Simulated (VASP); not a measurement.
VASP ran on this input.

KPOINTS:
```
Automatic
0
Gamma
 4 4 4
```

File POSCAR:
```
BW2
5.567170
 -0.5000000000   0.5000000000   0.4280343514
  0.5000000000  -0.5000000000   0.4280343514
  0.5000000000   0.5000000000  -0.4280343514
B W
2 4
Cartesian
  0.0051210000  -0.0113470000   0.2147859254
  0.0036225000  -0.0078745000   0.6471464200
  0.3489140000   0.1913330000   0.4211575515
  0.1623900000   0.3475220000   0.0018020246
 -0.1884705000   0.3160095000   0.4266111372
  0.6684225000   0.1643565000   0.0006347749
```

INCAR:
```
SYSTEM=BW2
PREC=Accurate; ENCUT=400; LREAL=.FALSE.
LASPH=.TRUE.
EDIFF=1E-6; NELM=100; ALGO=Normal
LMAXMIX=6
ISMEAR=0; SIGMA=0.136
ISIF=2
LWAVE=.FALSE.; LCHARG=.FALSE.
```

POTCAR, in this order: B W_sv (LDA.64 set). Program: vasp_std.

Problem. Translate this LDA calculation to Quantum ESPRESSO's pw.x.

Solution. One equivalent input (not run):
```
&CONTROL
  calculation = 'scf'
  pseudo_dir = './pseudo'
  outdir = './out'
  tprnfor = .true.
  tstress = .true.
/
&SYSTEM
  ibrav = 0
  nat = 6
  ntyp = 2
  ecutwfc = 76
  occupations = 'smearing'
  smearing = 'gaussian'
  degauss = 0.009996
  input_dft = 'pz'
/
&ELECTRONS
  conv_thr = 7.3e-08
  electron_maxstep = 100
/
ATOMIC_SPECIES
  B 10.810 B.upf
  W 183.840 W.upf
CELL_PARAMETERS angstrom
    -2.7835850    2.7835850    2.3829400
     2.7835850   -2.7835850    2.3829400
     2.7835850    2.7835850   -2.3829400
ATOMIC_POSITIONS crystal
  B    0.2395510  0.2560190 -0.0062260
  B    0.7480770  0.7595740 -0.0042520
  W    0.6833000  0.8408810  0.5402470
  W    0.3496270  0.1644950  0.5099120
  W    0.8143470  0.3098670  0.1275390
  W    0.1650980  0.6691640  0.8327790
K_POINTS automatic
  4 4 4 0 0 0
```
The two are equivalent in intent, not identical: the potentials are each code's own (VASP's PAW set, PseudoDojo norm-conserving files in pw.x), so ENCUT and ecutwfc are chosen apart and not converted; conv_thr bounds pw.x's estimated SCF error, while EDIFF bounds the energy change between steps.

The structure comes from a computed database's BW2 entry; how it stands against other phases isn't given here. The cell was not relaxed at this level, atoms are displaced from their ideal sites. The k-mesh is coarse (spacing up to 0.43 per Å, 2π included), so the numbers may not be converged in it.
